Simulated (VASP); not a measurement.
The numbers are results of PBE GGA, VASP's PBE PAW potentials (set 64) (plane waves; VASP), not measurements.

VASP ran on this input.

**INCAR**
```
SYSTEM = RuAl
PREC = Accurate
ENCUT = 520
EDIFF = 1E-6
NELM = 100
ALGO = Normal
LREAL = .FALSE.
LASPH = .TRUE.
ISMEAR = 1
SIGMA = 0.1
GGA = PE
LMAXMIX = 4
LWAVE = .FALSE.
LCHARG = .FALSE.
ISIF = 2
```

**POSCAR**
```
RuAl
1
    3.0298780000     0.0000000000     0.0000000000
    0.0000000000     2.9250070000     0.0000000000
    0.0000000000     0.0000000000     2.9161720000
Al Ru
1 1
Direct
  0.5000000000   0.5000000000   0.5000000000
  0.0314700000   0.0000000000   0.0000000000
```

### KPOINTS
```
K-points
0
G
 11 11 11
0 0 0
```

POTCAR, in this order: Al_GW Ru_pv (PBE.64 set). Program: vasp_std.

The run wrote:

OSZICAR:
```
       N       E                     dE             d eps       ncg     rms          rms(c)
DAV:   1     0.113388596604E+03    0.11339E+03   -0.94450E+03  5192   0.135E+03
DAV:   2    -0.123858894770E+02   -0.12577E+03   -0.12113E+03  5552   0.355E+02
DAV:   3    -0.148180920662E+02   -0.24322E+01   -0.23687E+01  6352   0.494E+01
DAV:   4    -0.148490581891E+02   -0.30966E-01   -0.30938E-01  6184   0.535E+00
DAV:   5    -0.148501549052E+02   -0.10967E-02   -0.10966E-02  7060   0.823E-01    0.132E+01
DAV:   6    -0.142476281911E+02    0.60253E+00   -0.35323E+00  5384   0.217E+01    0.225E+00
DAV:   7    -0.141837878057E+02    0.63840E-01   -0.24026E-01  5428   0.595E+00    0.224E+00
DAV:   8    -0.141676835977E+02    0.16104E-01   -0.18307E-02  5972   0.126E+00    0.108E-01
DAV:   9    -0.141675979636E+02    0.85634E-04   -0.25190E-04  6124   0.182E-01    0.692E-02
DAV:  10    -0.141675834439E+02    0.14520E-04   -0.51364E-05  6000   0.804E-02    0.175E-02
DAV:  11    -0.141675831477E+02    0.29611E-06   -0.47680E-06  5940   0.319E-02
   1 F= -.14167583E+02 E0= -.14167349E+02  d E =-.703509E-03
```

OUTCAR:
```
------------------------ aborting loop because EDIFF is reached ----------------------------------------
  FORCE on cell =-STRESS in cart. coord.  units (eV):
  Direction    XX          YY          ZZ          XY          YZ          ZX
  --------------------------------------------------------------------------------------
  Total        1.0829332      2.2144617      2.3042680      0.0000000      0.0000000      0.0000000
  in kB       67.1347009    137.2819922    142.8493889      0.0000000      0.0000000      0.0000000
  external PRESSURE =     115.7553607 kB  Pullay stress =       0.0000000 kB
  volume of cell :       25.84
      direct lattice vectors                 reciprocal lattice vectors
     3.029878000  0.000000000  0.000000000     0.330046292  0.000000000  0.000000000
     0.000000000  2.925007000  0.000000000     0.000000000  0.341879524  0.000000000
     0.000000000  0.000000000  2.916172000     0.000000000  0.000000000  0.342915301
 POSITION                                       TOTAL-FORCE (eV/Angst)
 -----------------------------------------------------------------------------------
      1.51494      1.46250      1.45809         0.889905      0.000000      0.000000
      0.09535      0.00000      0.00000        -0.889905      0.000000      0.000000
 -----------------------------------------------------------------------------------
    total drift:                               -0.000165      0.000000     -0.000000
  FREE ENERGIE OF THE ION-ELECTRON SYSTEM (eV)
  ---------------------------------------------------
  free  energy   TOTEN  =       -14.1675831477 eV

  energy  without entropy=      -14.1668796386  energy(sigma->0) =      -14.16734864
```
(Selected blocks of OUTCAR.)

The compound is RuAl in the CsCl type structure. The cell was not relaxed at this level, atoms are displaced from their ideal sites. The run is one of a series of settings (ENCUT = 520, POTCAR Al_GW Ru_pv (PBE.64 set) against the base run), some of them coarse on purpose. The electron count is odd and the run is not spin-polarised, which forces a metal.
